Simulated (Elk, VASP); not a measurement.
VASP ran on this input.

**KPOINTS**
```
Automatic
0
Gamma
6 6 8
0 0 0
```

**POSCAR**
```
TlBi2
5.5944870
  1.0000000000   0.0000000000   0.0000000000
 -0.4999999106   0.8660254282   0.0000000000
  0.0000000000   0.0000000000   0.5944932931
Tl Bi
1 2
Cart
  0.0000000000   0.0000000000   0.0000000000
  0.5000005298   0.2886748541   0.2972466466
 -0.0000004404   0.5773505742   0.2972466466
```

**INCAR**
```
SYSTEM = TlBi2
PREC = Accurate
ENCUT = 300
EDIFF = 1E-6
NELM = 100
ALGO = Normal
LREAL = .FALSE.
LASPH = .TRUE.
ISMEAR = 0
SIGMA = 0.136
LMAXMIX = 4
LWAVE = .FALSE.
LCHARG = .FALSE.
ISIF = 2
```

POTCAR, in this order: Tl_d Bi_d (LDA.64 set). Program: vasp_std.

Q: Translate it to Elk.

A: One input that does it (LDA (PW92), all-electron FP-LAPW, Elk's shipped species files, APW+lo basis with extra local orbitals):
```
tasks
  0

tforce
  .true.

rgkmax
  8.0

gmaxvr
  18.0

lmaxapw
  10

lmaxo
  8

nxlo
  2

lorbcnd
  .true.

lradstp
  2

nrmtscf
  2.0

lmaxi
  4

stype
  0

swidth
  0.00499791

maxscl
  100

avec
   10.5720483871   -0.0000005071    0.0000000000
   -5.2860237544    9.1556627268    0.0000000000
    0.0000000000    0.0000000000    6.2850117720

atoms
  2
  'Tl.in'
  1
  0.0000000000  0.0000000000  0.0000000000    0.0 0.0 0.0
  'Bi.in'
  2
  0.6666666667  0.3333333333  0.5000000000    0.0 0.0 0.0
  0.3333333333  0.6666666667  0.5000000000    0.0 0.0 0.0

ngridk
  6 6 8
```
Both inputs were run and reached self-consistency, which says nothing on mesh or cut-off. Potentials, basis and cut-offs are each code's own, so they don't translate, and total energies aren't comparable.

VASP also gives the stress here, which the Elk input doesn't ask for.

VASP's LDA is the Perdew-Zunger fit; the other code's may be Perdew-Wang, which differs slightly.

The structure comes from a computed database's TlBi2 entry (P6/mmm); how it stands against other phases isn't given here. The cell was not relaxed at this level, and its volume differs by -5.9 % from the start's.
